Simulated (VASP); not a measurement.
All values below come from PBE GGA, VASP's PBE PAW potentials (set 64) (plane waves; VASP).

VASP ran on this input.

File KPOINTS:
```
Automatic mesh
0
Gamma
4 4 4
0 0 0
```

### INCAR
```
ALGO  =  Normal
EDIFF  =  1E-6
ENCUT  =  400
GGA  =  PE
ISIF  =  2
ISMEAR  =  1
LASPH  =  T
LCHARG  =  F
LREAL  =  Auto
LWAVE  =  F
NELM  =  100
PREC  =  Accurate
SIGMA  =  0.272
SYSTEM  =  Si3N4
```

File POSCAR:
```
Si3N4
5.7068180
  0.0000000000   0.7071068326   0.7071068326
  0.7071068326   0.0000000000   0.7071068326
  0.7071068326   0.7071068326   0.0000000000
Si N
6 8
Cartesian
  0.1767767081   0.1767767081   0.1767767081
  0.1767767081   0.5303301244   0.5303301244
  0.5303301244   0.1767767081   0.5303301244
  0.5303301244   0.5303301244   0.1767767081
  1.0606602488   1.0606602488   1.0606602488
  0.7071068326   0.7071068326   0.7071068326
  0.5127938750   0.5127938750   0.5127938750
  0.5127938750   0.9014197902   0.9014197902
  0.9014197902   0.5127938750   0.9014197902
  0.9014197902   0.9014197902   0.5127938750
  1.2549732064   1.2549732064   1.2549732064
  1.2549732064   0.8663472913   0.8663472913
  0.8663472913   1.2549732064   0.8663472913
  0.8663472913   0.8663472913   1.2549732064
```

POTCAR, in this order: Si N (PBE.64 set). Program: vasp_std.

At this cut-off the stress carries a Pulay error, which pulls relaxed volumes low.

**Question.** What does the run give for the energy per atom (σ→0), pressure, largest force?

**Answer.** 
```json
{
  "energy per atom (σ→0)": "-7.923 eV/atom",
  "pressure": "-25.77 GPa",
  "largest_force": "1.914 eV/Å"
}
```

### OSZICAR
```
...
DAV:   8    -0.110912350112E+03    0.13805E-01   -0.75267E-02   744   0.157E+00    0.177E+00
DAV:   9    -0.110915394941E+03   -0.30448E-02   -0.14146E-02   768   0.743E-01    0.313E-01
DAV:  10    -0.110916343397E+03   -0.94846E-03   -0.21753E-03   744   0.227E-01    0.110E-01
DAV:  11    -0.110916411843E+03   -0.68446E-04   -0.83455E-04   768   0.128E-01    0.277E-02
DAV:  12    -0.110916398767E+03    0.13076E-04   -0.57268E-05   768   0.368E-02    0.876E-03
DAV:  13    -0.110916400274E+03   -0.15067E-05   -0.80752E-06   760   0.127E-02    0.482E-03
DAV:  14    -0.110916400231E+03    0.42691E-07   -0.68214E-07   496   0.420E-03
   1 F= -.11091640E+03 E0= -.11092566E+03  d E =0.277725E-01
```

The structure was generated: Si3N4 was put into an ordered model structure, which need not be its known phase. The cell was not relaxed at this level. The run is one of a series of settings (ISMEAR = 1, SIGMA = 0.272, KPOINTS 4×4×4 Γ-centred mesh against the base run), some of them coarse on purpose.
